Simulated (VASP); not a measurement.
# Sc2InSb3 (P1) in VASP: relaxation of cell and atoms with PBE

Aim: the relaxation of cell and atoms of Sc2InSb3 with PBE.

All numbers are computed with VASP 6.6.1; they aren't measurements. Logs are shortened: lines on timing, memory, paths and dates and some standing lists are left out, and cuts for length are marked.

### 1 The crystal as given

The typed cell holds 12 atoms: a = 4.366 Å, b = 8.426 Å, c = 10.774 Å, α = 90.41°, β = 89.58°, γ = 121.14°.

The cell was built by a generator and needn't be a form met in nature.

### 2 Relaxation of cell and atoms, PBE

Contents of INCAR:

```
SYSTEM = Sc2InSb3
PREC = Normal
ENCUT = 520
EDIFF = 1E-5
ISMEAR = 0
SIGMA = 0.15
LREAL = Auto
LASPH = .True.
NELM = 80
ALGO = Fast
ISIF = 3
LWAVE = .False.
LCHARG = .False.
GGA = PE
IBRION = 2
NSW = 110
EDIFFG = -0.03
ISYM = 0
KPAR = 8
```

Contents of KPOINTS:

```
regular mesh
0
Gamma
  6 6 2
  0 0 0
```

Contents of POSCAR:

```
Sc2InSb3
1.0
    4.3663726200      0.0027202800      0.0158392400
   -4.3616609500      7.2093384500     -0.0304719100
    0.0399012000     -0.0212821000     10.7738905200
Sc In Sb
4 2 6
Direct
    0.6581655800      0.1475006500      0.6751596000
    0.6649893800      0.6670703100      0.6634111200
    0.2929550500      0.3206768900      0.3472497500
    0.3253004800      0.8585950100      0.3223754800
    0.0021265200      0.9826929500      0.9925531000
    0.0097903500      0.5137889500      0.9865049300
    0.2960782500      0.3179838900      0.8076744600
    0.3536925400      0.8337138800      0.8099472200
    0.6602273000      0.1676216000      0.1796913400
    0.6660549600      0.6588688900      0.1753764700
    0.0214116900      0.9997176600      0.4908835500
    0.9637111600      0.4685309300      0.4715378100
```

Potentials or basis: VASP PAW PBE potentials, release 64 (Sc_sv, In_d, Sb).

Launch:

```bash
cat potpaw_PBE.64/Sc_sv/POTCAR potpaw_PBE.64/In_d/POTCAR potpaw_PBE.64/Sb/POTCAR > POTCAR
mpirun -np 8 vasp_std > vasp.out
```

OUTCAR:

```text
SYSTEM = Sc2InSb3
   PREC = Normal
   ENCUT = 520
   EDIFF = 1E-5
   ISMEAR = 0
   LREAL = Auto
   LASPH = .True.
   NELM = 80
   ISIF = 3
   GGA = PE
   IBRION = 2
   NSW = 110
   EDIFFG = -0.03
   ISYM = 0

 ion  position               nearest neighbor table
   1  0.658  0.148  0.675-   8 2.69   7 2.78   7 2.98  11 3.11  11 3.16  12 3.20
   2  0.665  0.667  0.663-   8 2.87   7 2.97   8 3.03  11 3.04  12 3.31  12 3.35
   3  0.293  0.321  0.347-  12 2.69  11 2.80  12 2.86   9 2.98  10 3.07   9 3.09
   4  0.325  0.859  0.322-   9 2.71  11 2.83  10 2.94  10 3.17  11 3.20  12 3.25
   5  0.002  0.983  0.993-  10 3.06   8 3.12   8 3.14   7 3.14   9 3.19   9 3.32   6 3.97
   6  0.010  0.514  0.987-   8 3.00  10 3.12   7 3.17  10 3.21   9 3.26   7 3.30   5 3.97
   7  0.296  0.318  0.808-   1 2.78   2 2.97   1 2.98   5 3.14   6 3.17   6 3.30
   8  0.354  0.834  0.810-   1 2.69   2 2.87   6 3.00   2 3.03   5 3.12   5 3.14
   9  0.660  0.168  0.180-   4 2.71   3 2.98   3 3.09   5 3.19   6 3.26   5 3.32
  10  0.666  0.659  0.175-   4 2.94   5 3.06   3 3.07   6 3.12   4 3.17   6 3.21
  11  0.021  1.000  0.491-   3 2.80   4 2.83   2 3.04   1 3.11   1 3.16   4 3.20
  12  0.964  0.469  0.472-   3 2.69   3 2.86   1 3.20   4 3.25   2 3.31   2 3.35

IMPORTANT INFORMATION: All symmetrisations will be switched off!
NOSYMM: (Re-)initialisation of all symmetry stuff for point group C_1.

----------------------------------------------------------------------------------------

                                     Primitive cell

  volume of cell :     339.2695

  direct lattice vectors                    reciprocal lattice vectors
     4.366372620  0.002720280  0.015839240     0.228938849  0.138505932 -0.000574281
    -4.361660950  7.209338450 -0.030471910    -0.000087379  0.138657277  0.000274219
     0.039901200 -0.021282100 10.773890520    -0.000336822  0.000188541  0.092818602

  length of vectors
     4.366402196  8.426124594 10.773985427     0.267576567  0.138657576  0.092819404

  position of ions in fractional coordinates (direct lattice)
     0.658165580  0.147500650  0.675159600
     0.664989380  0.667070310  0.663411120
     0.292955050  0.320676890  0.347249750
     0.325300480  0.858595010  0.322375480
     0.002126520  0.982692950  0.992553100
     0.009790350  0.513788950  0.986504930
     0.296078250  0.317983890  0.807674460
     0.353692540  0.833713880  0.809947220
     0.660227300  0.167621600  0.179691340
     0.666054960  0.658868890  0.175376470
     0.021411690  0.999717660  0.490883550
     0.963711160  0.468530930  0.471537810

  ion indices of the primitive-cell ions
   primitive index   ion index
                 1           1
                 2           2
                 3           3
                 4           4
                 5           5
                 6           6
                 7           7
                 8           8
                 9           9
                10          10
                11          11
                12          12

----------------------------------------------------------------------------------------

 KPOINTS: regular mesh

Automatic generation of k-mesh.
 Grid dimensions read from file:
 generate k-points for:    6    6    2

 Generating k-lattice:

  Cartesian coordinates                     Fractional coordinates (reciprocal lattice)
     0.038156475  0.023084322 -0.000095713     0.166666667  0.000000000  0.000000000
    -0.000014563  0.023109546  0.000045703    -0.000000000  0.166666667  0.000000000
    -0.000168411  0.000094271  0.046409301     0.000000000  0.000000000  0.500000000

  Length of vectors
     0.044596095  0.023109596  0.046409702

  Shift w.r.t. Gamma in fractional coordinates (k-lattice)
     0.000000000  0.000000000  0.000000000

 Subroutine IBZKPT returns following result:
 ===========================================

 Found     40 irreducible k-points:

 Following reciprocal coordinates:
            Coordinates               Weight
  0.000000  0.000000  0.000000      1.000000
  0.166667  0.000000  0.000000      2.000000
  0.333333  0.000000  0.000000      2.000000
  0.500000  0.000000  0.000000      1.000000
 -0.000000  0.166667  0.000000      2.000000
  0.166667  0.166667  0.000000      2.000000
[... 16 lines left out ...]
  0.333333  0.000000  0.500000      2.000000
  0.500000  0.000000  0.500000      1.000000
 [... further k-points ...]
   k-points           NKPTS =     40   k-points in BZ     NKDIM =     40   number of bands    NBANDS=     60
   number of dos      NEDOS =    301   number of ions     NIONS =     12
   total plane-waves  NPLWV =  69120
   dimension x,y,z NGX =    24 NGY =   48 NGZ =   60
   dimension x,y,z NGXF=    48 NGYF=   96 NGZF=  120
   ions per type =               4   2   6
   NGX,Y,Z   is equivalent  to a cutoff of   9.14,  9.47,  9.26 a.u.
   NGXF,Y,Z  is equivalent  to a cutoff of  18.28, 18.94, 18.52 a.u.
 SYSTEM =  Sc2InSb3
   PREC   = normal    normal or accurate (medium, high low for compatibility)
   ISTART =      0    job   : 0-new  1-cont  2-samecut
   ICHARG =      2    charge: 1-file 2-atom 10-const
   ISPIN  =      1    spin polarized calculation?
   LNONCOLLINEAR =      F non collinear calculations
   LSORBIT =      F    spin-orbit coupling
   LASPH  =      T    aspherical Exc in radial PAW
   ENCUT  =  520.0 eV  38.22 Ry    6.18 a.u.   8.12 15.67 20.03*2*pi/ulx,y,z
   NELM   =     80;   NELMIN=  2; NELMDL= -5     # of ELM steps
   EDIFF  = 0.1E-04   stopping-criterion for ELM
   LREAL  =      T    real-space projection
   EDIFFG = -.3E-01   stopping-criterion for IOM
   NSW    =    110    number of steps for IOM
   IBRION =      2    ionic relax: 0-MD 1-quasi-New 2-CG
   NFREE  =      1    steps in history (QN), initial steepest desc. (CG)
   ISIF   =      3    stress and relaxation
   ISYM   =      0    0-nonsym 1-usesym 2-fastsym
   POTIM  = 0.5000    time-step for ionic-motion
   TEBEG  =    0.0;   TEEND  =   0.0 temperature during run
   PSTRESS=    0.0 pullay stress
   NELECT =     100.0000    total number of electrons
   NUPDOWN=      -1.0000    fix difference up-down
   EMIN   =  10.00;   EMAX   =-10.00  energy-range for DOS
   EFERMI =   0.00;   METHOD = LEGACY
   ISMEAR =     0;   SIGMA  =   0.15  broadening in eV -4-tet -1-fermi 0-gaus
   EFERMI_NEDOS =   21; number of points for ismear=-14 and -15
   IALGO  =     68    algorithm
   IMIX   =      4    mixing-type and parameters
     AMIX     =   0.40;   BMIX     =  1.00
     AMIX_MAG =   1.60;   BMIX_MAG =  1.00
  volume/ion in A,a.u.               =      28.27       190.79
  Fermi-wavevector in a.u.,A,eV,Ry     =   1.089498  2.058853 16.150204  1.187006
  Thomas-Fermi vector in A             =   2.225703
   LORBIT       =      0    0 simple, 1 ext, 2 COOP (PROOUT), +10 PAW based schemes
   GGA     = PE    functional components
   LHFCALC =     F    Hartree Fock is set to
   AEXX    =    0.0000 exact exchange contribution
   IVDW    =     0    specifies the selected vdW correction
   LEPSILON=     F    determine dielectric tensor
   LRPA    =     F    only Hartree local field effects (RPA)
 conjugate gradient relaxation of ions
 non-spin polarized calculation
 RMM-DIIS sequential band-by-band and
 Gauss-broadening in eV      SIGMA  =   0.15
  energy-cutoff  :      520.00
  volume of cell :      339.27
 maximum number of plane-waves:      9190
   NGX = 17   NGY = 31   NGZ = 41

--------------------------------------- Ionic step        1  -------------------------------------------

 number of electron     100.0000000 magnetization

 number of electron      99.9999991 magnetization

 Free energy of the ion-electron system (eV)
  ---------------------------------------------------
  ext. energy  EPLUGINS =         0.00000000
  ---------------------------------------------------
  free energy    TOTEN  =       -59.94972420 eV

  energy without entropy =      -59.88021970  energy(sigma->0) =      -59.91497195

------------------------ aborting loop because EDIFF is reached ----------------------------------------

  FORCE on cell =-STRESS in cart. coord.  units (eV):
  Direction    XX          YY          ZZ          XY          YZ          ZX
  --------------------------------------------------------------------------------------
  -------------------------------------------------------------------------------------
  Total       -2.4572414      2.7447419     -1.4797843     -0.1976722     -1.6974658     -0.4795194
  in kB      -11.6041559     12.9618575     -6.9881812     -0.9334937     -8.0161671     -2.2644979
  external PRESSURE =      -1.8768265 kB  Pullay stress =       0.0000000 kB
[... 119 lines left out ...]
  FREE ENERGIE OF THE ION-ELECTRON SYSTEM (eV)
  ---------------------------------------------------
  free  energy   TOTEN  =       -61.0053817680 eV

  energy  without entropy=      -60.9394390874  energy(sigma->0) =      -60.97241043

[... ionic steps 4 to 16 ...]

--------------------------------------- Ionic step       17  -------------------------------------------

 number of electron     100.0000008 magnetization

------------------------ aborting loop because EDIFF is reached ----------------------------------------

  FORCE on cell =-STRESS in cart. coord.  units (eV):
  Direction    XX          YY          ZZ          XY          YZ          ZX
  --------------------------------------------------------------------------------------
  -------------------------------------------------------------------------------------
  Total        0.0982222      0.0317348      0.0672064      0.0016207      0.0049603      0.0198357
  in kB        0.4864359      0.1571635      0.3328333      0.0080265      0.0245653      0.0982343
  external PRESSURE =       0.3254775 kB  Pullay stress =       0.0000000 kB
[... 77 lines left out ...]
  energy  without entropy=      -61.1959390060  energy(sigma->0) =      -61.22857171

--------------------------------------- Ionic step       19  -------------------------------------------

 number of electron      99.9999995 magnetization

 Free energy of the ion-electron system (eV)
  ---------------------------------------------------
  ext. energy  EPLUGINS =         0.00000000
  ---------------------------------------------------
  free energy    TOTEN  =       -61.26190168 eV

  energy without entropy =      -61.19665992  energy(sigma->0) =      -61.22928080

 E-fermi :   5.9808     XC(G=0):  -9.8261

 val. band max:        5.9794537422   @ k =  -0.1667   0.3333   0.5000
 cond. band min:       6.0241563176   @ k =  -0.3333   0.3333   0.5000
 fundamental gap:      0.0447025754
 Fermi energy:         5.9808245318

 k-point     1 :       0.0000    0.0000    0.0000
  band No.  band energies     occupation
      1     -43.8658      2.00000
      2     -43.8632      2.00000
      3     -43.8522      2.00000
      4     -43.8495      2.00000
      5     -22.5145      2.00000
      6     -22.5097      2.00000
[... 1501 lines left out ...]
     59       8.0014      0.00000
     60       8.0021      0.00000

 [... further k-points ...]
[... 5 lines left out ...]
  --------------------------------------------------------------------------------------
  -------------------------------------------------------------------------------------
  Total       -0.0370704     -0.0808499      0.0041711      0.0156327      0.0580600      0.0119438
  in kB       -0.1834571     -0.4001171      0.0206422      0.0773645      0.2873321      0.0591085
  external PRESSURE =      -0.1876440 kB  Pullay stress =       0.0000000 kB
[... 27 lines left out ...]
  FREE ENERGIE OF THE ION-ELECTRON SYSTEM (eV)
  ---------------------------------------------------
  free  energy   TOTEN  =       -61.2619016750 eV

  energy  without entropy=      -61.1966599174  energy(sigma->0) =      -61.22928080

 reached required accuracy - stopping structural energy minimisation
```

It took 19 min on 8 MPI ranks of Intel Xeon Platinum 8488C (Sapphire Rapids), shared host; peak memory 0.69 GiB.

What came out:

```
Free energy                            : -61.2619 eV
Relaxed volume                         : 26.98 Å³/atom
Relaxed cell                           : a = 4.203 Å, b = 8.394 Å, c = 10.600 Å, α = 90.12°, β = 90.04°, γ = 120.03°
Space group after relaxing (to 0.05 Å) : P-1 (No. 2)
Energy gained by relaxing              : 109.3 meV/atom
Ionic steps                            : 19
Pressure after relaxing                : 0.0 GPa
Largest force after relaxing           : 0.027 eV/Å
Band gap on the k mesh                 : none (metal or under the smearing width)
```

Forces on the atoms (eV/Å):
```
Sc  -0.005 -0.009  0.024
Sc  -0.004  0.019  0.003
Sc  -0.002  0.003  0.008
Sc   0.002 -0.016 -0.009
In  -0.005  0.012 -0.007
In  -0.003 -0.001 -0.008
Sb   0.001  0.010 -0.018
Sb  -0.008  0.015  0.015
Sb  -0.001 -0.018  0.013
Sb   0.015  0.003 -0.006
Sb   0.009  0.004 -0.013
Sb  -0.001 -0.022 -0.003
```

The path:
| step | energy change (eV) | largest force (eV/Å) | pressure (GPa) | volume (Å³) |
| --- | --- | --- | --- | --- |
| 1 | 0.0000 | 2.0735 | -0.19 | 339.27 |
| 2 | -0.7392 | 1.3125 | -1.27 | 337.59 |
| 3 | -1.0557 | 0.6145 | -1.51 | 335.06 |
| 4 | -1.2026 | 0.4750 | 1.02 | 318.41 |
| 5 | -1.2066 | 0.4584 | 0.71 | 320.44 |
| 6 | -1.2713 | 0.2444 | 0.01 | 323.71 |
| 7 | -1.2733 | 0.2268 | -0.11 | 324.37 |
| 8 | -1.2926 | 0.1756 | -0.03 | 323.87 |
| 9 | -1.2972 | 0.1366 | 0.04 | 323.55 |
| 10 | -1.2974 | 0.1403 | 0.05 | 323.48 |
| 11 | -1.3028 | 0.0976 | -0.05 | 323.98 |
| 12 | -1.3054 | 0.0766 | -0.14 | 324.39 |
| 13 | -1.3063 | 0.0825 | -0.27 | 325.22 |
| 14 | -1.3066 | 0.0695 | -0.22 | 324.87 |
| 15 | -1.3093 | 0.0696 | 0.10 | 323.24 |
| 16 | -1.3093 | 0.0705 | 0.08 | 323.23 |
| 17 | -1.3109 | 0.0497 | 0.03 | 323.51 |
| 18 | -1.3115 | 0.0320 | -0.02 | 323.81 |
| 19 | -1.3122 | 0.0265 | -0.02 | 323.75 |

Final structure:
```
Sc In Sb
1.0
     4.20286    0.00014   -0.00186
    -4.20159    7.26702   -0.00612
    -0.00362   -0.01801   10.59971
Sc In Sb
4 2 6
Cartesian
  2.0853 1.1832 6.8908
  -0.0022 4.7717 6.9057
  -0.0059 2.3570 3.5617
  -2.1205 6.0325 3.5475
  0.0077 7.1887 10.5451
  2.0863 3.6032 10.5088
  -0.0157 2.3517 8.6399
  -2.0970 6.0213 8.6082
  2.0984 1.1856 1.8205
  -0.0211 4.7857 1.8400
  -0.0173 7.2082 5.2376
  2.0951 3.5972 5.2121
```

Levels at points of the mesh, in eV from the Fermi level:
```csv
k point,band 48,band 49,band 50,band 51,band 52,band 53
"(0.00, 0.00, 0.00)",-0.23,0.54,0.63,0.72,0.92,0.95
"(0.50, 0.00, 0.00)",-1.10,-0.57,-0.56,-0.50,-0.50,0.63
"(0.00, 0.50, 0.00)",-0.42,-0.08,-0.01,0.75,0.80,0.83
"(0.50, 0.50, 0.00)",-1.20,-0.90,-0.88,-0.04,-0.03,1.44
"(0.00, 0.00, 0.50)",-0.30,0.40,0.68,1.10,1.11,1.11
"(0.50, 0.00, 0.50)",-1.05,-0.34,-0.34,0.39,0.39,0.68
"(0.00, 0.50, 0.50)",-0.54,-0.35,-0.32,0.07,0.11,1.08
"(0.50, 0.50, 0.50)",-1.11,-0.95,-0.94,0.11,0.12,1.30
```

Spin-orbit coupling is left out, which matters for the levels of Sb.
